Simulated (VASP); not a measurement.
Given:

```
CELL_PARAMETERS angstrom
      0.00000     2.90956     2.90956
      2.90956     0.00000     2.90956
      2.90956     2.90956     0.00000
ATOMIC_POSITIONS crystal
  Pb 0.00000 0.00000 0.00000
  S  0.50000 0.50000 0.50000
```

Level of theory: HSEsol screened hybrid, VASP's PBE PAW potentials (set 64) (plane waves; VASP). Run with 520 eV cut-off, 6×6×6 Γ-centred mesh, Gaussian smearing of 0.050 eV, potentials Pb_d S.

### Question
Give the stress tensor in GPa (positive for a compressed cell).

### Answer

```
2.69  0.00  0.00
0.00  2.69  0.00
0.00  0.00  2.69
```
The pressure is its mean diagonal, 2.69 GPa.

The compound is PbS in the rock salt structure. This cell is one point of a volume scan, at 0.91 of the reference volume. The cell's shape comes from a PBE relaxation.
